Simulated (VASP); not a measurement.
Given:

```yaml
crystal:
  lattice:
    - [0.00000, 2.70884, 2.70884]
    - [2.70884, 0.00000, 2.70884]
    - [2.70884, 2.70884, 0.00000]
  atoms:
    - { symbol: Si, position: [0.00000, 0.00000, 0.00000] }
    - { symbol: Si, position: [0.25000, 0.25000, 0.25000] }
```

All values below come from PBE GGA with D4 dispersion, VASP's PBE PAW potentials (set 64) (plane waves; VASP). Settings: 520 eV cut-off, Gaussian smearing of 0.050 eV, potentials Si.

Give the energies of bands 2 to 7 at the high-symmetry points, in eV from the valence-band maximum.

```tsv
band	Γ	X	U	L	W
2	0.00	-7.84	-7.24	-7.00	-7.67
3	0.00	-2.87	-4.33	-1.20	-3.88
4	0.00	-2.87	-2.44	-1.20	-3.88
5	2.57	0.70	1.19	1.57	4.27
6	2.57	0.70	4.13	3.34	4.27
7	2.57	10.18	7.50	3.34	5.03
```

The gap is indirect, 0.56 eV, from the valence maximum at Γ to the conduction minimum at Γ-X at 0.86.

Measured: gap 1.23 eV (computed value off by -0.67 eV), as given by Wei Chen et al., Physical Review Materials (2018), doi:10.1103/physrevmaterials.2.073803 [zero-point renormalisation of 0.06 eV added back (the table's ZPR column)].

The compound is Si in the diamond structure. It was relaxed first.
